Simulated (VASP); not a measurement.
Given:

```
CELL_PARAMETERS angstrom
      2.33378    -4.04223     0.00000
      2.33378     4.04223     0.00000
      0.00000     0.00000     7.62399
ATOMIC_POSITIONS crystal
  Ag 0.66667 0.33333 0.50011
  Ag 0.33333 0.66667 0.00011
  I  0.66667 0.33333 0.87489
  I  0.33333 0.66667 0.37489
```

The numbers are results of HSE06 screened hybrid with spin-orbit coupling, VASP's PBE PAW potentials (set 64) (plane waves; VASP), not measurements. Numerical set-up: 350 eV cut-off, 4×4×2 Γ-centred mesh, Gaussian smearing of 0.050 eV, potentials Ag I.

### Question
What does the run give for the energy per atom (σ→0), band gap (over the mesh, the named points and PBE's band edges) with the smallest direct gap where there is one?

### Answer

| Property | Value |
|---|---|
| band gap (over the mesh, the named points and PBE's band edges) | 2.27 eV |
| smallest direct gap (over the mesh, the named points and PBE's band edges) | 2.27 eV |
| energy per atom (σ→0) | -2.944 eV/atom |

The compound is AgI in the wurtzite structure. It was relaxed first.
